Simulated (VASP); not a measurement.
Write the native input for VASP 6.6.1 that does the following.

- Task: band structure
- Functional: PBE
- Potentials or basis: VASP PAW PBE potentials, release 64 (Sn_d)
- Cutoff: 520 eV
- k mesh: 10 × 10 × 10
- Occupations: gaussian, width 0.03 eV
- Spin: no spin polarisation
- Further INCAR settings: ALGO = Normal; EDIFF = 1e-06

The structure of Sn lies in POSCAR:

```
Sn                                      
1.0
    0.0000000000      3.2685833779      3.2685833779
    3.2685833779      0.0000000000      3.2685833779
    3.2685833779      3.2685833779      0.0000000000
  Sn            
     2
Direct
     0.0000000000000000    0.0000000000000000    0.0000000000000000
     0.2500000000000000    0.2500000000000000    0.2500000000000000
```

This isn't the form of Sn at room conditions, which is tetragonal (white tin).

One way to write it, as run:

INCAR

```
PREC = Accurate
ENCUT = 520
EDIFF = 1E-6
ISMEAR = 0
SIGMA = 0.03
LREAL = F
LASPH = T
NELM = 80
ALGO = Normal
ISIF = 2
LWAVE = F
LCHARG = F
GGA = PE
KPAR = 4
```

KPOINTS

```
Automatic mesh
0
Gamma
  10 10 10
```

KPOINTS_OPT

```
explicit points
302
Reciprocal
 0.0000000000  0.0000000000  0.0000000000 1
 0.0263157895  0.0000000000  0.0263157895 1
 0.0526315789  0.0000000000  0.0526315789 1
 0.0789473684  0.0000000000  0.0789473684 1
 0.1052631579  0.0000000000  0.1052631579 1
 0.1315789474  0.0000000000  0.1315789474 1
[... 294 lines left out ...]
 0.4872642400  0.0127357600  0.5000000000 1
 0.5127357600 -0.0127357600  0.5000000000 1
```

Potentials or basis: VASP PAW PBE potentials, release 64 (Sn_d).

The run is started by

```console
$ cat potpaw_PBE.64/Sn_d/POTCAR > POTCAR
$ mpirun -np 4 vasp_std > vasp.out
```

It gave:

| Item | Value |
| --- | --- |
| Pressure | 2.1 GPa |
| Band gap along the path | none (metal or under the smearing width) |

Caveat: spin-orbit coupling is left out, which moves the levels of the heavy elements.

Wall time 59 s on 4 MPI ranks on Intel(R) Xeon(R) Platinum 8375C CPU @ 2.90GHz (Ice Lake) (shared host), peak memory 0.26 GiB a rank.
